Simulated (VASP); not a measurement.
An input for Quantum ESPRESSO's pw.x (written as the equivalent of a VASP run, and not itself run):

```
&CONTROL
  calculation = 'scf'
  pseudo_dir = './pseudo'
  outdir = './out'
  tprnfor = .true.
  tstress = .true.
/
&SYSTEM
  ibrav = 0
  nat = 6
  ntyp = 2
  ecutwfc = 84
  occupations = 'smearing'
  smearing = 'gaussian'
  degauss = 0.01999
  input_dft = 'pz'
/
&ELECTRONS
  conv_thr = 7.3e-08
  electron_maxstep = 100
/
ATOMIC_SPECIES
  Ti 47.867 Ti.upf
  Si 28.085 Si.upf
CELL_PARAMETERS angstrom
     0.0000000    4.1459260    4.2923140
     2.4059980    0.0000000    4.2923140
     2.4059980    4.1459260    0.0000000
ATOMIC_POSITIONS crystal
  Ti   0.5000000  0.5000000  0.5000000
  Ti   0.7500000  0.7500000  0.7500000
  Si   0.8374300  0.1625700  0.8374300
  Si   0.1625700  0.8374300  0.1625700
  Si   0.4125700  0.0874300  0.4125700
  Si   0.0874300  0.4125700  0.0874300
K_POINTS automatic
  7 7 7 0 0 0
```

Q: Write the VASP files for the same calculation (LDA).

A: Several could match; the one computed here: 
File KPOINTS:
```
Automatic mesh
0
G
7 7 7
```

### INCAR
```
LASPH=.TRUE.   # aspherical one-centre terms
PREC=Accurate
ISMEAR=0
LWAVE=.FALSE.
SIGMA=0.272   # width (eV)
LCHARG=.FALSE.
ENCUT=300   # plane-wave cut-off (eV)
LMAXMIX=4   # l cut-off of mixed one-centre charges
LREAL=.FALSE.
ALGO=Normal   # blocked Davidson
SYSTEM=TiSi2
EDIFF=1E-6
ISIF=2
NELM=100   # most electronic steps
```

**POSCAR**
```
TiSi2
1.0
  0.0000000000   4.1459260000   4.2923140000
  2.4059980000   0.0000000000   4.2923140000
  2.4059980000   4.1459260000   0.0000000000
Ti Si
2 4
direct
  0.5000000000   0.5000000000   0.5000000000
  0.7500000000   0.7500000000   0.7500000000
  0.8374300000   0.1625700000   0.8374300000
  0.1625700000   0.8374300000   0.1625700000
  0.4125700000   0.0874300000   0.4125700000
  0.0874300000   0.4125700000   0.0874300000
```

POTCAR, in this order: Ti_sv Si (LDA.64 set). Program: vasp_std.

What does not carry over: the potentials are each code's own (VASP's PAW set, PseudoDojo norm-conserving files in pw.x), so ENCUT and ecutwfc are chosen apart and not converted; conv_thr bounds pw.x's estimated SCF error, while EDIFF bounds the energy change between steps.

The structure comes from a computed database's TiSi2 entry; how it stands against other phases isn't given here. The cell was not relaxed at this level. The run is one of a series of settings (GGA removed, POTCAR Ti_sv Si (LDA.64 set) against the base run), some of them coarse on purpose.
